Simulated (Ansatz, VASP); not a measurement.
# SnTe in two plane-wave programs, part 2 of 2

Aim: how closely do two programs agree when they are given the same cell, functional and k mesh? The cell is taken from a series of runs on this material, whose earlier steps may have relaxed, scaled, displaced or heated it; both programs get it as it stands.

VASP 6.6.1 and Ansatz 0.2.0.

So far: Starting point; Ansatz: zone-centre phonons, PBEsol.

### 3. VASP: zone-centre phonons, PBEsol

Level of this step: PBEsol; plane waves and PAW (Sn_d, Te) (VASP).

The same cell, functional, mesh and smearing now go to VASP, with its own data sets.

Lines of VASP's logs that name or quote its potential files are left out, and so is its time.

INCAR reads:

```
SYSTEM = SnTe
PREC = Accurate
ENCUT = 500
EDIFF = 1E-08
NELM = 120
ISMEAR = 0
SIGMA = 0.01
LREAL = .FALSE.
ALGO = Normal
GGA = PS
NBANDS = 16
LORBIT = 11
LWAVE = .FALSE.
LCHARG = .FALSE.
ISIF = 2
IBRION = 8
LASPH = .TRUE.
GGA_COMPAT = .FALSE.
KPAR = 2
```

POSCAR reads:

```
SnTe
1.0
    0.0000000000      3.2698962920      3.1388648637
    3.2698962920      0.0000000000      3.1388648637
    3.2698962920      3.2698962920      0.0000000000
Sn Te
1 1
Direct
    0.0000000000      0.0000000000      0.0000000000
    0.5000000000      0.5000000000      0.5000000000
```

KPOINTS reads:

```
Automatic mesh
0
Gamma
12 12 12
0 0 0
```

Potentials, in the order of the species: Sn_d and Te (PBE family, release 64).

The run is started by

```sh
mpirun -np 2 vasp_std
```

Numbers of over 12 decimals in the logs are rounded to 6 here.

Output:

```text
[banner, memory and clock lines left out]
running    2 mpi-ranks, on    1 nodes
 distrk:  each k-point on    1 cores,    2 groups
 distr:  one band on    1 cores,    1 groups

 POSCAR found type information on POSCAR SnTe
 POSCAR found :  2 types and       2 ions
|                                                                             |
|               ----> ADVICE to this user running VASP <----                  |
|                                                                             |
|     You enforced a specific xc type in the INCAR file but a different       |
|     [... a line on the potential file left out ...]
|     I HOPE YOU KNOW WHAT YOU ARE DOING!                                     |
|                                                                             |

 LDA part: xc-table for (Slater+PW92), standard interpolation
 POSCAR, INCAR and KPOINTS ok, starting setup
 FFT: planning ... GRIDC
 FFT: planning ... GRID_SOFT
 FFT: planning ... GRID
 WAVECAR not read
 entering main loop
       N       E                     dE             d eps       ncg     rms          rms(c)
DAV:   1     0.120853908219E+03    0.12085E+03   -0.94405E+03  5256   0.136E+03
DAV:   2     0.164577562468E+01   -0.11921E+03   -0.11671E+03  5704   0.339E+02
DAV:   3    -0.807707118976E+01   -0.97228E+01   -0.96858E+01  6704   0.869E+01
DAV:   4    -0.833475141208E+01   -0.25768E+00   -0.25763E+00  6392   0.155E+01
DAV:   5    -0.834609882130E+01   -0.11347E-01   -0.11347E-01  7752   0.295E+00    0.394E+00
DAV:   6    -0.826840220293E+01    0.77697E-01   -0.18649E-01  7272   0.313E+00    0.249E+00
DAV:   7    -0.826583103461E+01    0.25712E-02   -0.52622E-02  6696   0.130E+00    0.848E-01
DAV:   8    -0.826568339587E+01    0.14764E-03   -0.66251E-03  6648   0.687E-01    0.132E-01
DAV:   9    -0.826570414420E+01   -0.20748E-04   -0.76418E-04  7288   0.229E-01    0.320E-02
DAV:  10    -0.826569480068E+01    0.93435E-05   -0.73546E-05  6824   0.714E-02    0.255E-02
DAV:  11    -0.826569574604E+01   -0.94536E-06   -0.29364E-05  6904   0.418E-02    0.207E-02
DAV:  12    -0.826569574876E+01   -0.27162E-08   -0.19098E-06  6200   0.802E-03    0.116E-02
DAV:  13    -0.826569559169E+01    0.15707E-06   -0.55047E-08  7320   0.177E-03    0.741E-03
DAV:  14    -0.826569546861E+01    0.12307E-06   -0.21492E-07  6936   0.446E-03    0.562E-04
DAV:  15    -0.826569546214E+01    0.64692E-08   -0.19617E-08  5520   0.861E-04
   1 F= -.82656955E+01 E0= -.82656894E+01  d E =-.121841E-04
 Linear response reoptimize wavefunctions to high precision
DAV:   1    -0.826569548860E+01   -0.26461E-07   -0.68266E-10  4568   0.268E-04
DAV:   2    -0.826569548861E+01   -0.50022E-11   -0.80363E-11  3584   0.741E-05
 Linear response DOF=           4
 Linear response progress:
  Degree of freedom:   1/  4
       N       E                     dE             d eps       ncg     rms          rms(c)
RMM:   1    -0.215916880620E+00   -0.21592E+00    0.25964E-01 10850   0.102E+01
RMM:   2    -0.220977265557E+00   -0.50604E-02   -0.12295E-02 15816   0.865E-01    0.647E-02
RMM:   3    -0.220881513634E+00    0.95752E-04   -0.10055E-03 17609   0.247E-01    0.336E-02
RMM:   4    -0.220644642056E+00    0.23687E-03   -0.80550E-05 17681   0.718E-02    0.100E-02
RMM:   5    -0.220606040713E+00    0.38601E-04   -0.84518E-06 17824   0.229E-02    0.400E-03
RMM:   6    -0.220606708498E+00   -0.66778E-06   -0.11364E-06 17969   0.778E-03    0.166E-03
RMM:   7    -0.220610043993E+00   -0.33355E-05   -0.23779E-07 18139   0.298E-03    0.505E-04
RMM:   8    -0.220606757944E+00    0.32860E-05    0.25215E-07 17635   0.135E-03    0.175E-04
RMM:   9    -0.220607255080E+00   -0.49714E-06    0.23255E-07 18559   0.576E-04    0.147E-04
RMM:  10    -0.220607296524E+00   -0.41444E-07    0.21450E-07 18712   0.279E-04    0.958E-05
RMM:  11    -0.220606717889E+00    0.57864E-06    0.22832E-07 17931   0.172E-04    0.617E-05
RMM:  12    -0.220606849632E+00   -0.13174E-06    0.14891E-07 17986   0.934E-05    0.468E-05
RMM:  13    -0.220606832841E+00    0.16791E-07    0.86318E-08 19240   0.556E-05    0.453E-05
RMM:  14    -0.220606835459E+00   -0.26183E-08    0.39340E-08 16123   0.380E-05    0.499E-05
 first order change of Fermi-energy   0.17526E-03
 force on displaced ion       1 direction 1 :   0.892   0.000   0.000
 Linear response progress:
  Degree of freedom:   2/  4
       N       E                     dE             d eps       ncg     rms          rms(c)
RMM:   1    -0.216460102032E+00   -0.21646E+00    0.23192E-01  6351   0.987E+00
RMM:   2    -0.221334444505E+00   -0.48743E-02   -0.12084E-02  9157   0.853E-01    0.857E-02
RMM:   3    -0.221114248003E+00    0.22020E-03   -0.96505E-04 10155   0.243E-01    0.465E-02
RMM:   4    -0.220757487941E+00    0.35676E-03   -0.95612E-05 10081   0.765E-02    0.762E-03
RMM:   5    -0.220747540329E+00    0.99476E-05   -0.84433E-06 10298   0.232E-02    0.357E-03
RMM:   6    -0.220752963654E+00   -0.54233E-05   -0.14522E-06 10231   0.840E-03    0.138E-03
RMM:   7    -0.220752192117E+00    0.77154E-06   -0.37361E-07 10526   0.323E-03    0.808E-04
RMM:   8    -0.220749895134E+00    0.22970E-05    0.36194E-07 10309   0.143E-03    0.199E-04
RMM:   9    -0.220749816919E+00    0.78215E-07    0.41191E-07 10910   0.647E-04    0.217E-04
RMM:  10    -0.220749665921E+00    0.15100E-06    0.47404E-07 10757   0.321E-04    0.187E-04
RMM:  11    -0.220749773794E+00   -0.10787E-06    0.37901E-07 10952   0.173E-04    0.432E-04
RMM:  12    -0.220749358813E+00    0.41498E-06    0.21141E-07  9843   0.116E-04    0.100E-04
RMM:  13    -0.220749229512E+00    0.12930E-06    0.12105E-07 10825   0.671E-05    0.815E-06
RMM:  14    -0.220749199730E+00    0.29783E-07    0.46491E-08 11242   0.384E-05    0.677E-06
RMM:  15    -0.220749159867E+00    0.39862E-07    0.26151E-08 10130   0.267E-05    0.105E-05
RMM:  16    -0.220749163506E+00   -0.36384E-08    0.12669E-08  8711   0.207E-05    0.140E-06
 first order change of Fermi-energy  -0.11659E-03
 force on displaced ion       1 direction 3 :   0.000   0.000   0.215
 Linear response progress:
  Degree of freedom:   3/  4
       N       E                     dE             d eps       ncg     rms          rms(c)
RMM:   1    -0.474136373864E-01   -0.47414E-01    0.66757E-02 19112   0.805E-01
RMM:   2    -0.480922063457E-01   -0.67857E-03   -0.19410E-03 16868   0.202E-01    0.481E-02
RMM:   3    -0.482762065761E-01   -0.18400E-03   -0.14947E-04 17108   0.560E-02    0.394E-02
RMM:   4    -0.485275294427E-01   -0.25132E-03   -0.24414E-05 16903   0.271E-02    0.586E-03
RMM:   5    -0.485500126439E-01   -0.22483E-04   -0.10648E-06 17442   0.681E-03    0.296E-03
RMM:   6    -0.485432184518E-01    0.67942E-05   -0.10696E-07 16944   0.191E-03    0.510E-04
RMM:   7    -0.485438512597E-01   -0.63281E-06    0.29688E-08 17464   0.479E-04    0.167E-04
RMM:   8    -0.485435620943E-01    0.28917E-06    0.43167E-07 17571   0.161E-04    0.374E-05
RMM:   9    -0.485435009247E-01    0.61170E-07    0.68823E-07 18968   0.451E-05    0.151E-05
RMM:  10    -0.485435211323E-01   -0.20208E-07   -0.31738E-08 17860   0.171E-05    0.273E-06
RMM:  11    -0.485435325842E-01   -0.11452E-07   -0.17555E-08 16616   0.991E-06    0.115E-06
RMM:  12    -0.485435258588E-01    0.67254E-08    0.20191E-08 11352   0.772E-06    0.281E-07
 first order change of Fermi-energy  -0.24430E-03
 force on displaced ion       2 direction 1 :   0.895   0.000   0.000
 Linear response progress:
  Degree of freedom:   4/  4
       N       E                     dE             d eps       ncg     rms          rms(c)
RMM:   1    -0.473017157059E-01   -0.47302E-01    0.72137E-02 11118   0.851E-01
RMM:   2    -0.481397520503E-01   -0.83804E-03   -0.19892E-03  9810   0.208E-01    0.663E-02
RMM:   3    -0.483393072447E-01   -0.19956E-03   -0.14166E-04  9957   0.569E-02    0.495E-02
RMM:   4    -0.486464963649E-01   -0.30719E-03   -0.29499E-05  9792   0.318E-02    0.543E-03
RMM:   5    -0.486481927369E-01   -0.16964E-05   -0.11336E-06 10102   0.746E-03    0.330E-03
RMM:   6    -0.486428851984E-01    0.53075E-05   -0.10289E-07  9811   0.207E-03    0.636E-04
RMM:   7    -0.486441262671E-01   -0.12411E-05    0.43007E-09 10112   0.514E-04    0.156E-04
RMM:   8    -0.486442125970E-01   -0.86330E-07    0.26713E-07 10103   0.170E-04    0.238E-05
RMM:   9    -0.486439187039E-01    0.29389E-06    0.73973E-07 10634   0.597E-05    0.216E-05
RMM:  10    -0.486440221727E-01   -0.10347E-06   -0.22652E-07 10409   0.239E-05    0.430E-06
RMM:  11    -0.486440224691E-01   -0.29645E-09    0.63660E-08 10378   0.115E-05    0.210E-06
 first order change of Fermi-energy   0.25435E-03
 force on displaced ion       2 direction 3 :   0.000   0.000   0.225
 Linear response finished
```

Parts of OUTCAR (step 3):

```text
ion  position               nearest neighbor table
   1  0.000  0.000  0.000-   2 3.14   2 3.14   2 3.27   2 3.27   2 3.27   2 3.27
   2  0.500  0.500  0.500-   1 3.14   1 3.14   1 3.27   1 3.27   1 3.27   1 3.27

  LATTYP: Found a body centered tetragonal cell.
 ALAT       =     4.6243316837
 C/A-ratio  =     1.3575431342

 Subroutine GETGRP returns: Found 16 space group operations
 (whereof 16 operations were pure point group operations)

The static configuration has the point symmetry D_4h.

 Found    163 irreducible k-points:

   k-points           NKPTS =    163   k-points in BZ     NKDIM =    163   number of bands    NBANDS=     16

   dimension x,y,z NGX =    36 NGY =   36 NGZ =   36
   dimension x,y,z NGXF=    72 NGYF=   72 NGZF=   72

   ENCUT  =  500.0 eV  36.75 Ry    6.06 a.u.   8.26  8.26  8.43*2*pi/ulx,y,z

   NELECT =      20.0000    total number of electrons

 k-points in reciprocal lattice and weights: Automatic mesh
   0.00000000  0.00000000  0.00000000       0.001
   0.08333333  0.00000000  0.00000000       0.005
   0.16666667  0.00000000  0.00000000       0.005
   0.25000000  0.00000000  0.00000000       0.005
   0.33333333  0.00000000  0.00000000       0.005
   0.41666667  0.00000000  0.00000000       0.005
   0.50000000  0.00000000  0.00000000       0.002
   0.08333333  0.08333333  0.00000000       0.001
   0.16666667  0.08333333  0.00000000       0.005
[...]
-0.33333333  0.16666667  0.50000000       0.002
  -0.25000000  0.25000000  0.50000000       0.001

 average (electrostatic) potential at core
       1-101.2593       2 -88.3726

  Total       -1.7928331     -1.7928331      0.0039109      0.0000000      0.0000000     -0.0000000
  in kB      -42.7937035    -42.7937035      0.0933512      0.0000000      0.0000000     -0.0000000
  external PRESSURE =     -28.4980186 kB  Pullay stress =       0.0000000 kB

  energy-cutoff  :      500.00
  volume of cell :       67.12
      direct lattice vectors                 reciprocal lattice vectors
     0.000000000  3.269896292  3.138864864    -0.152910048  0.152910048  0.159293255
     3.269896292  0.000000000  3.138864864     0.152910048 -0.152910048  0.159293255
     3.269896292  3.269896292  0.000000000     0.152910048  0.152910048 -0.159293255

 POSITION                                       TOTAL-FORCE (eV/Angst)
 -----------------------------------------------------------------------------------
      0.00000      0.00000      0.00000         0.000000      0.000000      0.000000
      3.26990      3.26990      3.13886         0.000000      0.000000      0.000000
 -----------------------------------------------------------------------------------
    total drift:                               -0.000000      0.000000      0.000000

 Eigenvectors and eigenvalues of the dynamical matrix
 ----------------------------------------------------

   1 f  =    0.011465 THz     0.072039 2PiTHz    0.382444 cm-1     0.047417 meV
             X         Y         Z           dx          dy          dz
      0.000000  0.000000  0.000000     0.000000   -0.000000    0.703003
      3.269896  3.269896  3.138865     0.000000   -0.000000    0.711187

   2 f  =    0.001688 THz     0.010604 2PiTHz    0.056293 cm-1     0.006979 meV
             X         Y         Z           dx          dy          dz
      0.000000  0.000000  0.000000     0.000000    0.694873    0.000000
      3.269896  3.269896  3.138865     0.000000    0.719132    0.000000

   3 f  =    0.001688 THz     0.010604 2PiTHz    0.056293 cm-1     0.006979 meV
             X         Y         Z           dx          dy          dz
      0.000000  0.000000  0.000000    -0.694873    0.000000    0.000000
      3.269896  3.269896  3.138865    -0.719132    0.000000    0.000000

   4 f/i=    0.934920 THz     5.874276 2PiTHz   31.185575 cm-1     3.866517 meV
             X         Y         Z           dx          dy          dz
      0.000000  0.000000  0.000000     0.000000    0.000000    0.711187
      3.269896  3.269896  3.138865     0.000000    0.000000   -0.703003

   5 f/i=    1.884411 THz    11.840106 2PiTHz   62.857196 cm-1     7.793296 meV
             X         Y         Z           dx          dy          dz
      0.000000  0.000000  0.000000     0.000000    0.719132   -0.000000
      3.269896  3.269896  3.138865     0.000000   -0.694873    0.000000

   6 f/i=    1.884411 THz    11.840106 2PiTHz   62.857196 cm-1     7.793296 meV
             X         Y         Z           dx          dy          dz
      0.000000  0.000000  0.000000    -0.719132    0.000000    0.000000
      3.269896  3.269896  3.138865     0.694873    0.000000    0.000000

 ELASTIC MODULI CONTR FROM IONIC RELAXATION (kBar)
 Direction    XX          YY          ZZ          XY          YZ          ZX
 --------------------------------------------------------------------------------
 XX           0.0000      0.0000      0.0000      0.0000      0.0000      0.0000
 YY           0.0000      0.0000      0.0000      0.0000      0.0000      0.0000
 ZZ           0.0000      0.0000      0.0000      0.0000      0.0000      0.0000
 XY           0.0000      0.0000      0.0000      0.0000      0.0000      0.0000
 YZ           0.0000      0.0000      0.0000      0.0000      0.0000      0.0000
 ZX           0.0000      0.0000      0.0000      0.0000      0.0000      0.0000
 --------------------------------------------------------------------------------
```

### 4. Side by side

Known differences besides the potentials themselves: the data sets hold 30 valence electrons in Ansatz (on its PAW soft_1 files) and 20 in VASP; the cutoff is 420 eV in Ansatz and 500 eV in VASP; Ansatz makes its cores anew for this functional, VASP keeps those of its PBE data sets. Total energies have different zeros and are not compared.

The two programs side by side:

```tsv
quantity	Ansatz	VASP	difference
optical mode 1 to 2 (imaginary, printed as negative) (cm⁻¹)	-73.9	-62.9	-11.0
optical mode 3 (imaginary, printed as negative) (cm⁻¹)	-53.0	-31.2	-21.8
```

Modes are paired by rising frequency, not by their patterns, so a pair may set unlike modes beside each other; they are those without the splitting of longitudinal modes.

### 5. Further runs

Further runs change the set-up of one program: Ansatz's method, potentials or start, or VASP's data sets, cutoff or form of LDA. The table gives Ansatz less VASP for each quantity, since a change that brings one quantity closer may part another.

```tsv
run	optical mode 1 to 2 (imaginary, printed as negative) (cm⁻¹)	optical mode 3 (imaginary, printed as negative) (cm⁻¹)
as above	-11	-22
VASP with the data sets Sn_sv_GW and Te and a cutoff of 600 eV	-12	-21
```

### 6. What came out

| Item | Value |
| --- | --- |
| r.m.s. difference of the optical zone-centre modes, each program's sorted by frequency (zone-centre phonons, PBEsol) | 15 cm⁻¹ |

The r.m.s. difference of the optical zone-centre modes, each program's sorted by frequency is 15 cm⁻¹ (zone-centre phonons, PBEsol). The data sets hold unlike numbers of valence electrons (30 in Ansatz and 20 in VASP), so part of the differences may come from the potentials. For zone-centre phonons, PBEsol, no further run moves any of the tabulated differences by more than a quarter of its size. How closely two codes agree says nothing of how well the functional describes the real material.

[Lines on the potential files, build, host, timing and source positions are cut from VASP's logs without a mark.]

[Logs are printed without paths, hosts, clocks, repeated set-up lines and the standing remarks that a program may print on its own settings, such as how far it seeks lower states.]

[Hosts, paths, dates, database ids (printed as entryN), source tags and the programs' standing remarks are cut or masked in the printed files.]
